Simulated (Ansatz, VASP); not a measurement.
# Cross-check of SrScIr2 between VASP and Ansatz, part 2 of 2

Wanted: the spread between two codes on one cell, functional and k mesh. The cell is generated by rule, not measured, and may not be a known phase. The cell is taken from a series of VASP runs on this material, whose earlier steps may have relaxed, scaled or displaced it; both programs get it as it stands.

VASP 6.6.1 and Ansatz 0.2.0.

So far. Step 3 (Ansatz: single point, r2SCAN): The run ends at a pressure of -0.67 GPa.

### 5. VASP: band structure, r2SCAN, spin-orbit coupling

Level of this step: r2SCAN, spin-orbit coupling; plane waves and PAW (Sr_sv, Sc_sv, Ir); invented cell (VASP).

With cell and atoms fixed, the geometry can't cause a difference; cores, projectors, grids and the points listed under the comparison can.

File INCAR:

```
SYSTEM = SrScIr2
PREC = Accurate
ENCUT = 400
EDIFF = 1E-06
NELM = 100
ISMEAR = 0
SIGMA = 0.05
LREAL = .FALSE.
ALGO = Normal
METAGGA = R2SCAN
LASPH = .TRUE.
LNONCOLLINEAR = .TRUE.
MAGMOM = 0 0 0 0 0 0 0 0 0 0 0 0
NBANDS = 50
GGA_COMPAT = .FALSE.
LSORBIT = .TRUE.
LMAXMIX = 4
LORBIT = 11
LWAVE = .FALSE.
LCHARG = .FALSE.
KPAR = 2
```

File POSCAR:

```
SrScIr2
1.0
    4.6319270953     -0.0000000003      0.0000000000
   -2.3159635533      4.0113665349      0.0000000000
    0.0000000000      0.0000000000      5.2559482474
Sr Sc Ir
1 1 2
Direct
    0.6666666700      0.3333333300      0.5000000000
    0.3333333300      0.6666666700      0.5000000000
    0.3333333300      0.6666666700      0.0000000000
    0.6666666700      0.3333333300      0.0000000000
```

File KPOINTS:

```
Automatic mesh
0
Gamma
5 5 4
0 0 0
```

File KPOINTS_OPT:

```
Line mode
16
Line-mode
Reciprocal
  0.00000000   0.00000000   0.00000000 GAMMA
  0.50000000   0.00000000   0.00000000 M

  0.50000000   0.00000000   0.00000000 M
  0.33333333   0.33333333   0.00000000 K

  0.33333333   0.33333333   0.00000000 K
  0.00000000   0.00000000   0.00000000 GAMMA

  0.00000000   0.00000000   0.00000000 GAMMA
  0.00000000   0.00000000   0.50000000 A

  0.00000000   0.00000000   0.50000000 A
  0.50000000   0.00000000   0.50000000 L

  0.50000000   0.00000000   0.50000000 L
  0.33333333   0.33333333   0.50000000 H

  0.33333333   0.33333333   0.50000000 H
  0.00000000   0.00000000   0.50000000 A

  0.50000000   0.00000000   0.50000000 L
  0.50000000   0.00000000   0.00000000 M

  0.33333333   0.33333333   0.00000000 K
  0.33333333   0.33333333   0.50000000 H
```

The projector-augmented-wave data sets are Sr_sv, Sc_sv and Ir (PBE family, release 64).

On the command line:

```bash
$ mpirun -np 2 vasp_ncl
```

Numbers of over 12 decimals in the logs are rounded to 6 here.

The log of the run:

```text
[banner, memory and clock lines left out]
running    2 mpi-ranks, on    1 nodes
[...]
[... a notice as in an earlier step ...]

 LDA part: xc-table for (None), standard interpolation
 POSCAR, INCAR and KPOINTS ok, starting setup
[...]
entering main loop
       N       E                     dE             d eps       ncg     rms          rms(c)
DAV:   1     0.373532515250E+03    0.37353E+03   -0.15386E+04  2140   0.129E+03
DAV:   2    -0.813201433469E+02   -0.45485E+03   -0.44412E+03  2124   0.499E+02
DAV:   3    -0.134379351310E+03   -0.53059E+02   -0.49268E+02  3446   0.161E+02
DAV:   4    -0.139994443601E+03   -0.56151E+01   -0.53189E+01  3624   0.543E+01
[...]
DAV:  17    -0.127061619749E+03   -0.11010E-04   -0.40164E-05  2704   0.426E-02    0.223E-02
DAV:  18    -0.127061617115E+03    0.26341E-05   -0.11215E-05  2900   0.249E-02    0.561E-03
DAV:  19    -0.127061617863E+03   -0.74809E-06   -0.18743E-06  2298   0.114E-02
   1 F= -.12706162E+03 E0= -.12705793E+03  d E =-.737027E-02  mag=    -0.0000    -0.0000    -0.0000
 Start KPOINTS_OPT (optional k-point list driver)
k-point batch [1-21\144]
       N       E                     dE             ncg
DAV:   1     0.302717204179E+04   -0.64587E+04     2172
DAV:   2    -0.672777424141E+04   -0.97549E+04     2116
DAV:   3    -0.780614713536E+04   -0.10784E+04     3190
DAV:   4    -0.792167755246E+04   -0.11553E+03     3552
[...]
DAV:   9    -0.792901259141E+04   -0.44509E-04     3464
DAV:  10    -0.792901259324E+04   -0.18330E-05     2000
DAV:  11    -0.792901259344E+04   -0.20104E-06     1768
[...]
k-point batch [127-144\144]
       N       E                     dE             ncg
DAV:   1     0.495287811357E+04   -0.14995E+05     1856
DAV:   2    -0.328505168417E+04   -0.82379E+04     1808
DAV:   3    -0.415826591186E+04   -0.87321E+03     2832
DAV:   4    -0.425103415166E+04   -0.92768E+02     3024
[...]
DAV:   9    -0.425834216987E+04   -0.87881E-04     3070
DAV:  10    -0.425834217683E+04   -0.69652E-05     2120
DAV:  11    -0.425834217722E+04   -0.38943E-06     1572
```

From OUTCAR (step 5):

```text
  Total       -0.0895306     -0.0895306      1.2004377      0.0000000     -0.0000000      0.0000000
  in kB       -1.4688489     -1.4688489     19.6945043      0.0000000     -0.0000000      0.0000000
  external PRESSURE =       5.5856022 kB  Pullay stress =       0.0000000 kB

 POSITION                                       TOTAL-FORCE (eV/Angst)
 -----------------------------------------------------------------------------------
      2.31596      1.33712      2.62797         0.000000      0.000000      0.000000
     -0.00000      2.67424      2.62797         0.000000     -0.000000      0.000000
     -0.00000      2.67424      0.00000         0.000000      0.000000      0.000000
      2.31596      1.33712      0.00000        -0.000000      0.000000      0.000000
 -----------------------------------------------------------------------------------
    total drift:                                0.000011     -0.000006     -0.000000

  FREE ENERGIE OF THE ION-ELECTRON SYSTEM (eV)
  ---------------------------------------------------
  free  energy   TOTEN  =      -127.0616178628 eV

  energy  without entropy=     -127.0542475881  energy(sigma->0) =     -127.05793273

 magnetization (x)
# of ion       s       p       d       tot
------------------------------------------
    1        0.000  -0.000   0.000   0.000
    2        0.000   0.000   0.000   0.000
    3        0.000  -0.000   0.000   0.000
    4       -0.000   0.000  -0.000  -0.000
--------------------------------------------------
tot          0.000   0.000  -0.000  -0.000

 magnetization (y)
# of ion       s       p       d       tot
------------------------------------------
    1       -0.000  -0.000   0.000   0.000
    2       -0.000  -0.000   0.000   0.000
    3       -0.000   0.000  -0.000  -0.000
    4        0.000  -0.000   0.000   0.000
--------------------------------------------------
tot         -0.000  -0.000   0.000  -0.000

 magnetization (z)
# of ion       s       p       d       tot
------------------------------------------
    1       -0.000  -0.000  -0.000  -0.000
    2       -0.000   0.000  -0.000  -0.000
    3        0.000  -0.000  -0.000  -0.000
    4        0.000  -0.000   0.000  -0.000
--------------------------------------------------
tot         -0.000  -0.000  -0.000  -0.000

[... 1 part as in an earlier step ...]

[... 2 further parts left out ...]
[key lines of the parts left out:]
E-fermi :   3.7694
```

The run ends at a pressure of 0.56 GPa.

### 6. Ansatz: band structure, r2SCAN, spin-orbit coupling

The same cell, functional, mesh and smearing now go to Ansatz, which takes its cutoff from its data sets.

The cell is taken from a series of VASP runs on this material, whose earlier steps may have relaxed, scaled or displaced it; both programs get it as it stands.

File input.yaml:

```yaml
crystal:
  lattice:
    - [4.6319270953, -3.0e-10, 0.0]
    - [-2.3159635533, 4.0113665349, 0.0]
    - [0.0, 0.0, 5.2559482474]
  atoms:
    - { symbol: Sr, position: [0.66666667, 0.33333333, 0.5] }
    - { symbol: Sc, position: [0.33333333, 0.66666667, 0.5] }
    - { symbol: Ir, position: [0.33333333, 0.66666667, 0.0] }
    - { symbol: Ir, position: [0.66666667, 0.33333333, 0.0] }
hamiltonian:
  xc: r2scan
  pseudopotentials: { kind: paw_fr }
magnetization:
  noncollinear: true
  spin_orbit: true
kpoints:
  mp_grid: { grid: [5, 5, 4] }
  band_path:
    path:
      - [0.0, 0.0, 0.0]
      - [0.13333, 0.0, 0.0]
      - [0.3, 0.0, 0.0]
      - [0.46667, 0.0, 0.0]
      - [0.46667, 0.06667, 0.0]
      - [0.41111, 0.17778, 0.0]
      - [0.35556, 0.28889, 0.0]
      - [0.28889, 0.28889, 0.0]
      - [0.17778, 0.17778, 0.0]
      - [0.06667, 0.06667, 0.0]
      - [0.0, 0.0, 0.03333]
      - [0.0, 0.0, 0.2]
      - [0.0, 0.0, 0.36667]
      - [0.0, 0.0, 0.5]
      - [0.16667, 0.0, 0.5]
      - [0.3, 0.0, 0.5]
      - [0.46667, 0.0, 0.5]
      - [0.46667, 0.06667, 0.5]
      - [0.41111, 0.17778, 0.5]
      - [0.35556, 0.28889, 0.5]
      - [0.28889, 0.28889, 0.5]
      - [0.17778, 0.17778, 0.5]
      - [0.06667, 0.06667, 0.5]
      - [0.5, 0.0, 0.46667]
      - [0.5, 0.0, 0.3]
      - [0.5, 0.0, 0.13333]
      - [0.33333, 0.33333, 0.0]
      - [0.33333, 0.33333, 0.16667]
      - [0.33333, 0.33333, 0.33333]
      - [0.33333, 0.33333, 0.5]
    npoints: 1
scf:
  occupations: { method: gaussian, width: 0.05 }
  n_extra_bands: 16
output:
  forces: true
  stress: true
  eigenvalues: true
  write_density: true
  write_potential: true
  elf: true
  volumetric_format: npy
```

On the command line:

```bash
$ ansatz run input.yaml --threads 2 --pin off --max-ram 4608MiB --backend cpu --events-out ev --progress --plain --runs-dir out
```

The log of the run:

```text
[...]
non-collinear run that drives no moment, with spin-orbit: no starting moment large enough to seed its density (crystal.atoms[].spin), no starting occupations that ask for one, no magnetisation constraint and no magnetic field, so the semilocal B_xc is pinned to zero
Crystal: 4 atoms, lattice volume = 97.657 Å³
[...]
k-point 1: bands = [... 51 lower, 10.3078, 10.6272, 10.6272, 10.9942, 11.0062, 12.7923, 12.7923, 13.1398, ... 12 higher]
  k-point 2: bands = [... 51 lower, 10.6650, 11.1265, 11.1265, 11.4429, 11.4429, 12.0776, 12.0776, 12.5307, ... 12 higher]
  k-point 14: bands = [... 51 lower, 11.1286, 11.3661, 11.4028, 11.6166, 11.7239, 11.7657, 11.8614, 12.6463, ... 12 higher]
[key lines of the parts left out:]
SCF converged after 13 iterations
Magnetization: |M| = 0.0000 μB,  M = (+0.0000, +0.0000, +0.0000) μB
Free energy (F): -29533.488406 eV
Fermi energy:    11.620844 eV
P = ⅓ Tr σ = -0.1914 GPa (-1.914 kbar)
```

It took 2.3 min on 2 threads of Arm Neoverse N1, shared host; peak memory 1.1 GiB.

### 7. Side by side

What differs besides the data sets and the points named for the pairs above, as far as they apply: spin-orbit coupling enters by fully relativistic files in Ansatz and inside the spheres in VASP; the data sets hold 55 valence electrons in Ansatz (fully relativistic PAW (standard-fr) files) and 39 in VASP. Total energies have different zeros and are not compared.

Both answers:

| quantity | Ansatz | VASP | difference |
| --- | --- | --- | --- |
| pressure (GPa) | -0.19 | 0.56 | -0.75 |
| pressure without Ansatz's Pulay correction (GPa) | -0.25 | 0.56 | -0.81 |

Levels from 3 eV below to 2 eV above the Fermi level differ by 10 meV r.m.s. and 28 meV at most; each VASP level is matched to the nearest of Ansatz, which flatters the figure a little. Ansatz's pressure holds a Pulay correction of 0.06 GPa; VASP's holds none.

### 8. What came out

- difference in pressure (single point, r2SCAN): -0.68 GPa
- r.m.s. difference of levels near the Fermi level (band structure, r2SCAN, spin-orbit coupling): 10 meV
- difference in pressure (band structure, r2SCAN, spin-orbit coupling): -0.75 GPa

What this shows: The difference in pressure is -0.75 GPa (band structure, r2SCAN, spin-orbit coupling), within the 1 GPa picked in this series as the mark of a large difference. How closely two codes agree says nothing of how well the functional describes the real material.

[Lines on the potential files, build, host, timing and source positions are cut from VASP's logs without a mark.]

[Logs are printed without paths, hosts, clocks, repeated set-up lines and the standing remarks that a program may print on its own settings, such as how far it seeks lower states.]

[Hosts, paths, dates, database ids (printed as entryN), source tags and the programs' standing remarks are cut or masked in the printed files.]
